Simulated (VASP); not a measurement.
VASP input:

INCAR:
```
# general
SYSTEM    =  KTaO3
PREC      =  Accurate
ENCUT     =  520
LREAL     =  .False.   # projection in real space or not
LASPH     =  .True.

# electronic loop
EDIFF     =  1E-6   # SCF stop (eV)
NELM      =  100   # most electronic steps
ALGO      =  Normal
LMAXMIX   =  6

# smearing
ISMEAR    =  0
SIGMA     =  0.05

# functional
GGA       =  MK
LUSE_VDW  =  .True.
AGGAC     =  0.0
PARAM1    =  0.1234
PARAM2    =  1.0

# ions
IBRION    =  2
NSW       =  60   # most ionic steps
ISIF      =  3   # ions, shape and volume
EDIFFG    =  -0.02   # ionic stop

# output
LWAVE     =  .False.
LCHARG    =  .False.
```

### KPOINTS
```
Automatic mesh
0
Gamma
5 5 5
0 0 0
```

**POSCAR**
```
KTaO3
1.0
  3.9900000000   0.0000000000   0.0000000000
  0.0000000000   3.9900000000   0.0000000000
  0.0000000000   0.0000000000   3.9900000000
K Ta O
1 1 3
Cart
  0.0000000000   0.0000000000   0.0000000000
  1.9950000000   1.9950000000   1.9950000000
  1.9950000000   0.0000000000   1.9950000000
  0.0000000000   1.9950000000   1.9950000000
  1.9950000000   1.9950000000   0.0000000000
```

POTCAR, in this order: K_sv Ta_pv O (PBE.64 set). Program: vasp_std.

Write an equivalent input for Quantum ESPRESSO's pw.x.

One equivalent input (not run):
```
&CONTROL
  calculation = 'vc-relax'
  pseudo_dir = './pseudo'
  outdir = './out'
  tprnfor = .true.
  tstress = .true.
  nstep = 60
  forc_conv_thr = 0.00078
/
&SYSTEM
  ibrav = 0
  nat = 5
  ntyp = 3
  ecutwfc = 84
  occupations = 'smearing'
  smearing = 'gaussian'
  degauss = 0.003675
  input_dft = 'vdw-df-ob86'
/
&ELECTRONS
  conv_thr = 7.3e-08
  electron_maxstep = 100
/
&IONS
/
&CELL
/
ATOMIC_SPECIES
  K 39.098 K.upf
  Ta 180.948 Ta.upf
  O 15.999 O.upf
CELL_PARAMETERS angstrom
     3.9900000    0.0000000    0.0000000
     0.0000000    3.9900000    0.0000000
     0.0000000    0.0000000    3.9900000
ATOMIC_POSITIONS crystal
  K    0.0000000  0.0000000  0.0000000
  Ta   0.5000000  0.5000000  0.5000000
  O    0.5000000  0.0000000  0.5000000
  O    0.0000000  0.5000000  0.5000000
  O    0.5000000  0.5000000  0.0000000
K_POINTS automatic
  5 5 5 0 0 0
```
Limits of the translation: the potentials are each code's own (VASP's PAW set, PseudoDojo norm-conserving files in pw.x), so ENCUT and ecutwfc are chosen apart and not converted; conv_thr bounds pw.x's estimated SCF error, while EDIFF bounds the energy change between steps; forc_conv_thr acts on force components and is met together with etot_conv_thr.

The compound is KTaO3 in the cubic perovskite structure. This run relaxes it. Symmetry was kept, so distortions that lower it aren't found. The start is the result of an earlier pass.
